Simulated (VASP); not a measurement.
All values below come from vdW-DF2, VASP's PBE PAW potentials (set 64) (plane waves; VASP 6.6.1).

The input files of a VASP run:

**INCAR**
```
! general
SYSTEM   = Sn
PREC     = Accurate
ENCUT    = 520
LREAL    = .FALSE.
LASPH    = .TRUE.

! electronic loop
EDIFF    = 1E-7
NELM     = 100
ALGO     = Normal
LMAXMIX  = 4

! smearing
ISMEAR   = 1
SIGMA    = 0.1

! functional
GGA      = ML
LUSE_VDW = .TRUE.
AGGAC    = 0.0
ZAB_VDW  = -1.8867

! ions
IBRION   = 2
NSW      = 30
ISIF     = 4
EDIFFG   = -0.01

! output
LWAVE    = .FALSE.
LCHARG   = .FALSE.
```

File KPOINTS:
```
Automatic mesh
0
Gamma
12 12 12
0 0 0
```

### POSCAR
```
Sn
1
   -3.0559287001     3.0559287001     1.6478526763
    3.0559287001    -3.0559287001     1.6478526763
    3.0559287001     3.0559287001    -1.6478526763
Sn
2
Direct
  0.2500000000   0.7500000000   0.5000000000
  0.0000000000   0.0000000000   0.0000000000
```

POTCAR, in this order: Sn_d (PBE.64 set). Program: vasp_std.

Output of the run:

**OUTCAR**
```
 ion  position               nearest neighbor table
   1  0.250  0.750  0.500-   2 3.17   2 3.17   2 3.17   2 3.17
   2  0.000  0.000  0.000-   1 3.17   1 3.17   1 3.17   1 3.17
  LATTYP: Found a body centered tetragonal cell.
 ALAT       =     6.1118574002
 C/A-ratio  =     0.5392313886
 Subroutine PRICEL returns:
 Original cell was already a primitive cell.
 Subroutine GETGRP returns: Found 16 space group operations
The static configuration has the point symmetry D_2d.
 The point group associated with its full space group is D_4h.
The dynamic configuration has the point symmetry D_2d.
 Subroutine INISYM returns: Found 16 space group operations
 Subroutine IBZKPT returns following result:
 Found    163 irreducible k-points:

 Following reciprocal coordinates:
            Coordinates               Weight
  0.000000  0.000000  0.000000      1.000000
  0.083333  0.000000 -0.000000      8.000000
  0.166667  0.000000  0.000000      8.000000
  0.250000  0.000000  0.000000      8.000000
  0.333333  0.000000 -0.000000      8.000000
  0.416667  0.000000  0.000000      8.000000
  0.500000  0.000000  0.000000      4.000000
...
```

### OSZICAR
```
       N       E                     dE             d eps       ncg     rms          rms(c)
DAV:   1     0.211067112274E+03    0.21107E+03   -0.15104E+04  5870   0.232E+03
DAV:   2     0.183755252796E+02   -0.19269E+03   -0.19058E+03  5870   0.445E+02
DAV:   3     0.144293009494E+00   -0.18231E+02   -0.18017E+02  6692   0.142E+02
DAV:   4    -0.433844175559E+00   -0.57814E+00   -0.57600E+00  6486   0.274E+01
DAV:   5    -0.457088900027E+00   -0.23245E-01   -0.23243E-01  7886   0.513E+00    0.164E+00
DAV:   6    -0.462067463879E+00   -0.49786E-02   -0.24199E-02  6764   0.204E+00    0.922E-01
DAV:   7    -0.470808511097E+00   -0.87410E-02   -0.22962E-02  5982   0.178E+00    0.130E-01
DAV:   8    -0.472455432057E+00   -0.16469E-02   -0.38486E-03  6156   0.709E-01    0.565E-02
DAV:   9    -0.472543196684E+00   -0.87765E-04   -0.17422E-04  7516   0.126E-01    0.235E-02
DAV:  10    -0.472572774544E+00   -0.29578E-04   -0.89606E-05  6012   0.970E-02    0.319E-03
DAV:  11    -0.472574257251E+00   -0.14827E-05   -0.33851E-06  6434   0.198E-02    0.222E-03
DAV:  12    -0.472574818687E+00   -0.56144E-06   -0.28739E-06  4648   0.135E-02    0.570E-04
DAV:  13    -0.472574930311E+00   -0.11162E-06   -0.12057E-07  4588   0.372E-03    0.195E-04
DAV:  14    -0.472574999105E+00   -0.68795E-07   -0.41190E-08  3148   0.239E-03
   1 F= -.47257500E+00 E0= -.47242835E+00  d E =-.472575E+00
       N       E                     dE             d eps       ncg     rms          rms(c)
DAV:   1    -0.478941672139E+00   -0.63667E-02   -0.15609E-01  6320   0.348E+00    0.370E-01
DAV:   2    -0.475241511835E+00    0.37002E-02   -0.77140E-03  6994   0.140E+00    0.229E-01
DAV:   3    -0.473301977342E+00    0.19395E-02   -0.46159E-03  7412   0.969E-01    0.317E-02
DAV:   4    -0.473355711256E+00   -0.53734E-04   -0.83685E-04  6084   0.373E-01    0.185E-02
DAV:   5    -0.473354042322E+00    0.16689E-05   -0.28291E-05  8502   0.974E-02    0.375E-03
DAV:   6    -0.473354210956E+00   -0.16863E-06   -0.19002E-06  6324   0.165E-02    0.201E-03
DAV:   7    -0.473354182571E+00    0.28385E-07   -0.17602E-07  4598   0.629E-03
   2 F= -.47335418E+00 E0= -.47326240E+00  d E =-.779183E-03
       N       E                     dE             d eps       ncg     rms          rms(c)
DAV:   1    -0.486075572281E+00   -0.12721E-01   -0.34447E-01  6324   0.517E+00    0.549E-01
DAV:   2    -0.477963709663E+00    0.81119E-02   -0.16937E-02  6940   0.199E+00    0.341E-01
DAV:   3    -0.473643315933E+00    0.43204E-02   -0.10369E-02  7364   0.144E+00    0.456E-02
DAV:   4    -0.473758967919E+00   -0.11565E-03   -0.18471E-03  6086   0.554E-01    0.276E-02
DAV:   5    -0.473755535924E+00    0.34320E-05   -0.65438E-05  8472   0.148E-01    0.549E-03
DAV:   6    -0.473755999549E+00   -0.46362E-06   -0.42780E-06  6394   0.261E-02    0.290E-03
DAV:   7    -0.473756014291E+00   -0.14742E-07   -0.39353E-07  4914   0.837E-03
   3 F= -.47375601E+00 E0= -.47373711E+00  d E =-.118102E-02
```

File OUTCAR:
```
------------------------ aborting loop because EDIFF is reached ----------------------------------------
  FORCE on cell =-STRESS in cart. coord.  units (eV):
  Direction    XX          YY          ZZ          XY          YZ          ZX
  --------------------------------------------------------------------------------------
  Total        0.8825025      0.8825025      0.8701784      0.0000000      0.0000000      0.0000000
  in kB       22.9700374     22.9700374     22.6492637      0.0000000      0.0000000      0.0000000
  external PRESSURE =      22.8631128 kB  Pullay stress =       0.0000000 kB
  volume of cell :       61.56
      direct lattice vectors                 reciprocal lattice vectors
    -3.040940264  3.040940264  1.664136852     0.000000000  0.164422829  0.300456059
     3.040940264 -3.040940264  1.664136852     0.164422829  0.000000000  0.300456059
     3.040940264  3.040940264 -1.664136852     0.164422829  0.164422829  0.000000000
 POSITION                                       TOTAL-FORCE (eV/Angst)
 -----------------------------------------------------------------------------------
      3.04094     -0.00000      0.83207         0.000000     -0.000000      0.000000
      0.00000      0.00000      0.00000        -0.000000      0.000000     -0.000000
 -----------------------------------------------------------------------------------
    total drift:                               -0.000000     -0.000000      0.000000
  FREE ENERGIE OF THE ION-ELECTRON SYSTEM (eV)
  ---------------------------------------------------
  free  energy   TOTEN  =        -0.4737560143 eV

  energy  without entropy=       -0.4736992879  energy(sigma->0) =       -0.47373711

 reached required accuracy - stopping structural energy minimisation
```
(Selected blocks of OUTCAR.)

File CONTCAR:
```
Sn
   1.00000000000000
    -3.0409402639175811    3.0409402639175811    1.6641368523140838
     3.0409402639175811   -3.0409402639175811    1.6641368523140838
     3.0409402639175811    3.0409402639175811   -1.6641368523140838
  Sn
     2
Direct
     0.2500000000000000    0.7500000000000000    0.5000000000000000
     0.0000000000000000    0.0000000000000000    0.0000000000000000
```

The compound is Sn in the beta structure. This cell is one point of a volume scan, at 0.94 of the reference volume. Symmetry was kept, so distortions that lower it aren't found.
